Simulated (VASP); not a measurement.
These are PBE GGA, VASP's PBE PAW potentials (set 64) (plane waves; VASP) values and carry that method's errors.

VASP input:

### POSCAR
```
Cl
1
    2.2400000000    -3.1200000000     0.0000000000
    2.2400000000     3.1200000000     0.0000000000
    0.0000000000     0.0000000000     8.2600000000
Cl
4
Direct
  0.8770000000   0.8770000000   0.8970000000
  0.6230000000   0.6230000000   0.3970000000
  0.3770000000   0.3770000000   0.6030000000
  0.1230000000   0.1230000000   0.1030000000
```

File KPOINTS:
```
Automatic mesh
0
Gamma
  7 7 4
0 0 0
```

**INCAR**
```
# general
SYSTEM  =  Cl
PREC    =  Accurate
ENCUT   =  300   # plane-wave cut-off (eV)
LREAL   =  F   # projection in real space or not
LASPH   =  T   # aspherical one-centre terms

# electronic loop
EDIFF   =  1E-06   # SCF stop (eV)
NELM    =  100
ALGO    =  Normal

# smearing
ISMEAR  =  0
SIGMA   =  0.02   # width (eV)

# functional
GGA     =  PE

# ions
ISIF    =  2

# output
LWAVE   =  F
LCHARG  =  F
```

POTCAR, in this order: Cl (PBE.64 set). Program: vasp_std.

Problem. Predict the energy per atom (σ→0), largest force, band gap (on the k-mesh).

Solution. 
```json
{
 "energy per atom (σ→0)": "-176.0 kJ/mol of atoms",
 "band gap (on the k-mesh)": "2.44 eV",
 "largest_force": "0.296 eV/Å"
}
```

File OSZICAR:
```
...
DAV:   7    -0.731037155750E+01    0.11204E+00   -0.57375E-01  1904   0.489E+00    0.864E-01
DAV:   8    -0.729739352382E+01    0.12978E-01   -0.70518E-02  1820   0.186E+00    0.402E-01
DAV:   9    -0.729756642546E+01   -0.17290E-03   -0.16983E-03  2120   0.288E-01    0.781E-02
DAV:  10    -0.729769660404E+01   -0.13018E-03   -0.17220E-04  2158   0.935E-02    0.675E-02
DAV:  11    -0.729770303218E+01   -0.64281E-05   -0.49614E-05  1880   0.454E-02    0.870E-03
DAV:  12    -0.729770474449E+01   -0.17123E-05   -0.52644E-06  1966   0.163E-02    0.467E-03
DAV:  13    -0.729770537082E+01   -0.62634E-06   -0.78500E-07  1052   0.690E-03
   1 F= -.72977054E+01 E0= -.72977054E+01  d E =-.130029E-26
```

The structure is a typed Cl crystal. The cell was not relaxed at this level. The run is one of a series of settings (EDIFF = 1E-06 against the base run), some of them coarse on purpose.
